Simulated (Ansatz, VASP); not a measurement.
One calculation of ScTa, two programs

```xyz
2
Lattice="3.4291 0.0000 0.0000 0.0000 3.4291 0.0000 0.0000 0.0000 3.4291" Properties=species:S:1:pos:R:3 pbc="T T T"
Sc    0.0000    0.0000    0.0000
Ta    1.7145    1.7145    1.7145
```

Change from the starting cell: species swapped into the MgTl type (Pm-3m, No. 221).

Alike in both runs: functional PBE; k mesh 16 × 16 × 16; occupations gaussian, width 0.1 eV; no spin polarisation.

Ansatz relaxed the structure, and its values are those at the end. VASP's run is a single point on that final structure, the one shown.

|  | VASP | Ansatz |
| --- | --- | --- |
| version | VASP 6.6.1 | Ansatz 0.2.0 |
| potentials or method | VASP PAW PBE potentials, release 64 (Sc_sv, Ta_pv) | scalar-relativistic, plane waves, PAW |
| plane-wave cutoff (eV) | 520 | 420 |
| valence electrons in the cell | 22 | 24 |

|  | VASP | Ansatz | Ansatz less VASP |
| --- | --- | --- | --- |
| gap on the k mesh at the Fermi level (eV) | none | none | - |
| pressure (GPa) | 0.1 | 0.0 | -0.09 |

A gap of «none» marks a metal or a gap that the smearing closes. The two sets of potentials don't hold the same shells in valence.

The runs have no spin-orbit coupling, so splittings on Ta are missing.
